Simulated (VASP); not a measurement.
OSZICAR of a VASP run on Zr (hcp):

**OSZICAR**
```
       N       E                     dE             d eps       ncg     rms          rms(c)
DAV:   1     0.189194135885E+03    0.18919E+03   -0.14114E+04  3848   0.155E+03
DAV:   2    -0.402003427885E+02   -0.22939E+03   -0.22708E+03  4816   0.437E+02
DAV:   3    -0.573300978945E+02   -0.17130E+02   -0.16945E+02  7280   0.860E+01
DAV:   4    -0.576988144792E+02   -0.36872E+00   -0.36868E+00  4088   0.140E+01
DAV:   5    -0.577110708627E+02   -0.12256E-01   -0.12253E-01  5680   0.168E+00    0.297E+01
DAV:   6    -0.454256244343E+02    0.12285E+02   -0.89551E+00  5160   0.231E+01    0.963E+00
DAV:   7    -0.428069807000E+02    0.26186E+01   -0.17597E+00  4816   0.131E+01    0.998E-01
DAV:   8    -0.437170070443E+02   -0.91003E+00   -0.11477E+00  5344   0.104E+01    0.172E+00
DAV:   9    -0.440928686137E+02   -0.37586E+00   -0.32722E-01  3872   0.573E+00    0.339E-01
DAV:  10    -0.440478009338E+02    0.45068E-01   -0.60642E-02  4072   0.271E+00    0.722E-01
DAV:  11    -0.440923355454E+02   -0.44535E-01   -0.38273E-02  3984   0.221E+00    0.247E-01
DAV:  12    -0.440925026194E+02   -0.16707E-03   -0.65830E-03  4184   0.778E-01    0.395E-02
DAV:  13    -0.440926638331E+02   -0.16121E-03   -0.43759E-04  5640   0.122E-01    0.364E-02
DAV:  14    -0.440930599905E+02   -0.39616E-03   -0.47795E-04  4016   0.212E-01    0.498E-02
DAV:  15    -0.440929286276E+02    0.13136E-03   -0.43840E-04  4160   0.190E-01    0.150E-02
DAV:  16    -0.440930398683E+02   -0.11124E-03   -0.12923E-04  4128   0.105E-01    0.263E-02
DAV:  17    -0.440930401138E+02   -0.24547E-06   -0.60927E-06  5672   0.172E-02
   1 F= -.34343382E+02 E0= -.34343401E+02  d E =-.343434E+02
       N       E                     dE             d eps       ncg     rms          rms(c)
DAV:   1    -0.441146075805E+02   -0.21568E-01   -0.14981E+00  3856   0.118E+01    0.819E-01
DAV:   2    -0.440940197428E+02    0.20588E-01   -0.56761E-02  4504   0.183E+00    0.393E-01
DAV:   3    -0.440944189142E+02   -0.39917E-03   -0.13147E-02  4400   0.116E+00    0.985E-02
DAV:   4    -0.440954453685E+02   -0.10265E-02   -0.19856E-03  5136   0.322E-01    0.482E-02
DAV:   5    -0.440954091583E+02    0.36210E-04   -0.47528E-04  4008   0.215E-01    0.252E-02
DAV:   6    -0.440955056717E+02   -0.96513E-04   -0.17605E-04  4024   0.134E-01    0.691E-03
DAV:   7    -0.440955079252E+02   -0.22535E-05   -0.15521E-05  4696   0.281E-02    0.117E-03
DAV:   8    -0.440955083900E+02   -0.46478E-06   -0.95685E-07  2264   0.106E-02
   2 F= -.34347493E+02 E0= -.34347419E+02  d E =-.411127E-02
       N       E                     dE             d eps       ncg     rms          rms(c)
DAV:   1    -0.441012340005E+02   -0.57261E-02   -0.50132E-01  3840   0.684E+00    0.478E-01
DAV:   2    -0.440941982057E+02    0.70358E-02   -0.19119E-02  4472   0.106E+00    0.228E-01
DAV:   3    -0.440943552094E+02   -0.15700E-03   -0.44388E-03  4360   0.670E-01    0.562E-02
DAV:   4    -0.440946924778E+02   -0.33727E-03   -0.66213E-04  5120   0.186E-01    0.272E-02
DAV:   5    -0.440946786007E+02    0.13877E-04   -0.15326E-04  4040   0.123E-01    0.143E-02
DAV:   6    -0.440947114294E+02   -0.32829E-04   -0.60525E-05  4016   0.788E-02    0.407E-03
DAV:   7    -0.440947120031E+02   -0.57370E-06   -0.54682E-06  3336   0.168E-02
   3 F= -.34348264E+02 E0= -.34348210E+02  d E =-.488164E-02
       N       E                     dE             d eps       ncg     rms          rms(c)
DAV:   1    -0.439857216951E+02    0.10899E+00   -0.19929E+00  4400   0.156E+01    0.276E+00
DAV:   2    -0.439447752663E+02    0.40946E-01   -0.13159E-01  4304   0.378E+00    0.797E-01
DAV:   3    -0.439384529329E+02    0.63223E-02   -0.48961E-02  5760   0.187E+00    0.450E-01
DAV:   4    -0.439393027854E+02   -0.84985E-03   -0.61507E-03  5104   0.632E-01    0.175E-01
DAV:   5    -0.439393911295E+02   -0.88344E-04   -0.62467E-03  4016   0.814E-01    0.122E-01
DAV:   6    -0.439410251534E+02   -0.16340E-02   -0.25137E-03  4120   0.482E-01    0.151E-02
DAV:   7    -0.439410661245E+02   -0.40971E-04   -0.32765E-04  5744   0.118E-01    0.310E-02
DAV:   8    -0.439410648191E+02    0.13054E-05   -0.29970E-06  3568   0.154E-02    0.267E-02
DAV:   9    -0.439410669467E+02   -0.21276E-05   -0.41718E-06  3728   0.240E-02    0.103E-02
DAV:  10    -0.439410665316E+02    0.41512E-06   -0.19994E-06  2600   0.157E-02
   4 F= -.34346022E+02 E0= -.34346036E+02  d E =0.224145E-02
       N       E                     dE             d eps       ncg     rms          rms(c)
DAV:   1    -0.440725455562E+02   -0.13148E+00   -0.99438E-01  4432   0.110E+01    0.191E+00
DAV:   2    -0.440521229966E+02    0.20423E-01   -0.67216E-02  4472   0.269E+00    0.563E-01
DAV:   3    -0.440490802953E+02    0.30427E-02   -0.24799E-02  5696   0.135E+00    0.313E-01
DAV:   4    -0.440494013639E+02   -0.32107E-03   -0.33778E-03  5160   0.470E-01    0.119E-01
DAV:   5    -0.440496562426E+02   -0.25488E-03   -0.32546E-03  3928   0.599E-01    0.932E-02
DAV:   6    -0.440503376910E+02   -0.68145E-03   -0.13681E-03  4296   0.359E-01    0.116E-02
DAV:   7    -0.440503652435E+02   -0.27553E-04   -0.18199E-04  5576   0.924E-02    0.207E-02
DAV:   8    -0.440503652715E+02   -0.27957E-07   -0.15932E-06  3216   0.114E-02
   5 F= -.34348740E+02 E0= -.34348729E+02  d E =-.476217E-03
```

Q: Which electronic solver shows in the log?

A: It is blocked Davidson (ALGO = Normal, or the opening steps of other solvers). The INCAR had ALGO = Normal.

Q: Can the final energy be trusted as converged?

A: The calculation finished and met its thresholds. It stopped with EDIFF = 1E-6, NELM = 100, NSW = 40 and EDIFFG = -0.02 after 5 ionic steps (r2SCAN meta-GGA, plane waves, VASP's PBE PAW potentials (set 64)).

The compound is Zr in the hcp structure. This run relaxes it under an external pressure of 45 GPa. Symmetry was kept, so distortions that lower it aren't found.
